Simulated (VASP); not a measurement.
Input:

```xyz
2
Lattice="2.7975 0.0000 0.0000 0.0000 2.7975 0.0000 0.0000 0.0000 4.0240" Properties=species:S:1:pos:R:3 pbc="T T T"
Ti     0.0000     0.0000     0.0000
Al     1.3988     1.3988     2.0120
```

The numbers are results of PBEsol GGA, VASP's PBE PAW potentials (set 64) (plane waves; VASP), not measurements. Settings: 480 eV cut-off, 12×12×8 Γ-centred mesh, first-order Methfessel-Paxton smearing of 0.10 eV, potentials Ti_sv Al.

Energy and stress use the plane-wave basis of the starting cell.

Task: The ions, cell shape and volume at an external pressure of 20.0 GPa are relaxed. Which structure does the run end with?

Result: 
```xyz
2
Lattice="2.6816 0.0000 0.0000 0.0000 2.6816 0.0000 0.0000 0.0000 3.8569" Properties=species:S:1:pos:R:3 pbc="T T T"
Ti     0.0000     0.0000     0.0000
Al     1.3408     1.3408     1.9285
```
Space group P4/mmm (123), at a tolerance of 0.03 Å.

Task: How do energy and volume change from the first to the last step?

Result: The energy (σ→0) changes by +107.5 meV/atom and the volume by -11.9 %, in 7 ionic steps.

The compound is TiAl in the L1_0 structure. This run relaxes it under an external pressure of 20 GPa. Symmetry was kept, so distortions that lower it aren't found. The electron count is odd and the run is not spin-polarised, which forces a metal.
